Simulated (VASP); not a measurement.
Output of a VASP run:

File OSZICAR:
```
       N       E                     dE             d eps       ncg     rms          rms(c)
DAV:   1     0.428191730968E+02    0.42819E+02   -0.63536E+03  1880   0.109E+03
DAV:   2    -0.124789576069E+02   -0.55298E+02   -0.54489E+02  2388   0.238E+02
DAV:   3    -0.130633948838E+02   -0.58444E+00   -0.57608E+00  2183   0.253E+01
DAV:   4    -0.130664190540E+02   -0.30242E-02   -0.30234E-02  2141   0.164E+00
DAV:   5    -0.130664381283E+02   -0.19074E-04   -0.19074E-04  2070   0.110E-01    0.135E+01
DAV:   6    -0.126663065388E+02    0.40013E+00   -0.45348E-01  1940   0.797E+00    0.650E+00
DAV:   7    -0.125489283896E+02    0.11738E+00   -0.33203E-01  1965   0.643E+00    0.393E-01
DAV:   8    -0.125469331398E+02    0.19952E-02   -0.17545E-03  2085   0.473E-01    0.101E-01
DAV:   9    -0.125468591689E+02    0.73971E-04   -0.20627E-04  2014   0.195E-01    0.314E-02
DAV:  10    -0.125468568731E+02    0.22957E-05   -0.31249E-06  2022   0.279E-02    0.177E-02
DAV:  11    -0.125468574901E+02   -0.61698E-06   -0.19770E-07  2029   0.390E-03    0.375E-04
DAV:  12    -0.125468574743E+02    0.15795E-07   -0.13536E-09   975   0.437E-04
   1 F= -.12546857E+02 E0= -.12546931E+02  d E =0.221766E-03
```

File OUTCAR:
```
------------------------ aborting loop because EDIFF is reached ----------------------------------------
  FORCE on cell =-STRESS in cart. coord.  units (eV):
  Direction    XX          YY          ZZ          XY          YZ          ZX
  --------------------------------------------------------------------------------------
  Total       -0.7007803     -0.7007803     -0.7007803     -0.0000000     -0.0000000      0.0000000
  in kB      -61.5483046    -61.5483046    -61.5483046     -0.0000000     -0.0000000      0.0000000
  external PRESSURE =     -61.5483046 kB  Pullay stress =       0.0000000 kB
  volume of cell :       18.24
      direct lattice vectors                 reciprocal lattice vectors
    -1.658334435  1.658334435  1.658334435     0.000000000  0.301507337  0.301507337
     1.658334435 -1.658334435  1.658334435     0.301507337  0.000000000  0.301507337
     1.658334435  1.658334435 -1.658334435     0.301507337  0.301507337  0.000000000
 POSITION                                       TOTAL-FORCE (eV/Angst)
 -----------------------------------------------------------------------------------
      0.00000      0.00000      0.00000        -0.000000      0.000000     -0.000000
 -----------------------------------------------------------------------------------
    total drift:                                0.000000      0.000000      0.000000
  FREE ENERGIE OF THE ION-ELECTRON SYSTEM (eV)
  ---------------------------------------------------
  free  energy   TOTEN  =       -12.5468574743 eV

  energy  without entropy=      -12.5470792406  energy(sigma->0) =      -12.54693140
```
(Selected blocks of OUTCAR.)

POSCAR:
```
Ta
1
   -1.6583344347     1.6583344347     1.6583344347
    1.6583344347    -1.6583344347     1.6583344347
    1.6583344347     1.6583344347    -1.6583344347
Ta
1
Direct
  0.0000000000   0.0000000000   0.0000000000
```

Question: Write an INCAR and KPOINTS that could have produced this output.

Answer: One answer among several that fit: the input of the run itself, PBEsol GGA, plane waves, VASP's PBE PAW potentials (set 64).

### INCAR
```
SYSTEM=Ta
ISMEAR=1   ! Methfessel-Paxton
LMAXMIX=6   ! l cut-off of mixed one-centre charges
ISIF=2
GGA=PS
ALGO=Normal
SIGMA=0.1   ! width (eV)
LCHARG=F
LASPH=T   ! aspherical one-centre terms
PREC=Accurate
EDIFF=1E-7   ! SCF stop (eV)
NELM=100
LREAL=F   ! projection in real space or not
LWAVE=F
ENCUT=480   ! plane-wave cut-off (eV)
```

### KPOINTS
```
Automatic mesh
0
Gamma
14 14 14
0 0 0
```

POTCAR, in this order: Ta_pv (PBE.64 set). Program: vasp_std.

The compound is Ta in the bcc structure. This cell was strained or had an atom moved on purpose.
